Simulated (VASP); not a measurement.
Input for VASP

**POSCAR**
```
LiH
1
    0.0000000000     2.0400000000     2.0400000000
    2.0400000000     0.0000000000     2.0400000000
    2.0400000000     2.0400000000     0.0000000000
Li H
1 1
Direct
  0.0000000000   0.0000000000   0.0000000000
  0.5000000000   0.5000000000   0.5000000000
```

KPOINTS:
```
Automatic mesh
0
Gamma
8 8 8
0 0 0
```

**INCAR**
```
SYSTEM = LiH
PREC = Accurate
ENCUT = 520
EDIFF = 1E-6
NELM = 100
ALGO = Normal
LREAL = .FALSE.
LASPH = .TRUE.
ISMEAR = 0
SIGMA = 0.05
GGA = PE
LWAVE = .FALSE.
LCHARG = .FALSE.
ISIF = 2
```

POTCAR, in this order: Li_sv H (PBE.64 set). Program: vasp_std.

Translate this PBE calculation to Quantum ESPRESSO's pw.x.

One equivalent input (not run):
```
&CONTROL
  calculation = 'scf'
  pseudo_dir = './pseudo'
  outdir = './out'
  tprnfor = .true.
  tstress = .true.
/
&SYSTEM
  ibrav = 0
  nat = 2
  ntyp = 2
  ecutwfc = 74
  occupations = 'smearing'
  smearing = 'gaussian'
  degauss = 0.003675
  input_dft = 'pbe'
/
&ELECTRONS
  conv_thr = 7.3e-08
  electron_maxstep = 100
/
ATOMIC_SPECIES
  Li 6.940 Li.upf
  H 1.008 H.upf
CELL_PARAMETERS angstrom
     0.0000000    2.0400000    2.0400000
     2.0400000    0.0000000    2.0400000
     2.0400000    2.0400000    0.0000000
ATOMIC_POSITIONS crystal
  Li   0.0000000  0.0000000  0.0000000
  H    0.5000000  0.5000000  0.5000000
K_POINTS automatic
  8 8 8 0 0 0
```
What does not carry over: the potentials are each code's own (VASP's PAW set, PseudoDojo norm-conserving files in pw.x), so ENCUT and ecutwfc are chosen apart and not converted; conv_thr bounds pw.x's estimated SCF error, while EDIFF bounds the energy change between steps.

The compound is LiH in the rock salt structure. The cell was not relaxed at this level.
